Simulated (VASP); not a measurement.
Si3C:

```
Si C
1.0
     4.91480    0.00000    0.00000
    -2.45740    4.25634    0.00000
     0.00000    0.00000    2.43311
Si C
3 1
Direct
  0.50000 0.00000 0.50000
  0.00000 0.50000 0.50000
  0.50000 0.50000 0.50000
  0.00000 0.00000 0.50000
```

The cell was built by a generator and needn't be a form met in nature.

| Property | Result |
| --- | --- |
| Program | VASP 6.6.1 |
| Task | relaxation of cell and atoms |
| Functional | PBE |
| Dispersion | D3(BJ) |
| Potentials or basis | VASP PAW PBE potentials, release 64 (Si, C) |
| Cutoff | 600 eV |
| k mesh | 5 × 5 × 8 |
| Occupations | fermi-dirac, width 0.05 eV |
| Spin | no spin polarisation |

At the start: pressure -3.9 GPa; volume 12.72 Å³/atom.

Problem. Where does the relaxation end?

Solution. Over 8 steps the energy falls by 11.1 meV/atom and the volume is 12.22 Å³/atom (-3.9 %); space group P6/mmm (No. 191, to 0.05 Å).

The path:
| step | energy change (eV) | largest force (eV/Å) | pressure (GPa) | volume (Å³) |
| --- | --- | --- | --- | --- |
| 1 | 0.0000 | 0.0000 | -3.87 | 50.90 |
| 2 | -0.0435 | 0.0000 | 0.77 | 48.66 |
| 3 | -0.0437 | 0.0000 | 0.39 | 48.77 |
| 4 | -0.0440 | 0.0000 | -0.05 | 48.92 |
| 5 | -0.0443 | 0.0000 | 0.12 | 48.86 |
| 6 | -0.0443 | 0.0000 | 0.12 | 48.86 |
| 7 | -0.0443 | 0.0000 | -0.09 | 48.92 |
| 8 | -0.0443 | 0.0000 | -0.01 | 48.90 |

Final structure:
```xyz
4
Lattice="4.8152 0.0000 0.0000 -2.4076 4.1701 0.0000 0.0000 0.0000 2.4352" Properties=species:S:1:pos:R:3 pbc="T T T"
Si    2.4076    0.0000    1.2176
Si    3.6114    2.0850    1.2176
Si    1.2038    2.0850    1.2176
C     0.0000    0.0000    1.2176
```

Caveat: pairwise dispersion overbinds metals, which lowers pressure and volume.
